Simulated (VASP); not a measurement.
Data:

```xyz
4
Lattice="1.6603 -5.1290 0.0000 1.6603 5.1290 0.0000 0.0000 0.0000 4.1862" Properties=species:S:1:pos:R:3 pbc="T T T"
P      1.6603     4.0461     3.8821
P      1.6603     1.0829     1.7891
P      1.6603    -1.0829     2.3971
P      1.6603    -4.0461     0.3040
```

These are PBEsol GGA, VASP's PBE PAW potentials (set 64) (plane waves; VASP) values and carry that method's errors. Numerical set-up: 500 eV cut-off, 10×10×7 Γ-centred mesh, first-order Methfessel-Paxton smearing of 0.10 eV, potentials P.

Energy and stress use the plane-wave basis of the starting cell. Without a dispersion term in the relaxation, distances and binding between the weakly bound layers, chains or molecules are unreliable, and so is what depends on them.

Task: The ions, cell shape and volume at an external pressure of 5.0 GPa are relaxed. Give the cell that the relaxation ends in.

Result: 
```xyz
4
Lattice="1.6807 -4.8895 0.0000 1.6807 4.8895 0.0000 0.0000 0.0000 3.7711" Properties=species:S:1:pos:R:3 pbc="T T T"
P      1.6807     3.7920     3.5632
P      1.6807     1.0975     1.6776
P      1.6807    -1.0975     2.0936
P      1.6807    -3.7920     0.2080
```
Space group Cmce (64), at a tolerance of 0.03 Å.

Task: How do energy and volume change from the first to the last step?

Result: The energy (σ→0) changes by +32.8 meV/atom and the volume by -13.1 %, in 13 ionic steps.

The compound is P in the black structure. This run relaxes it under an external pressure of 5 GPa. Symmetry was kept, so distortions that lower it aren't found.
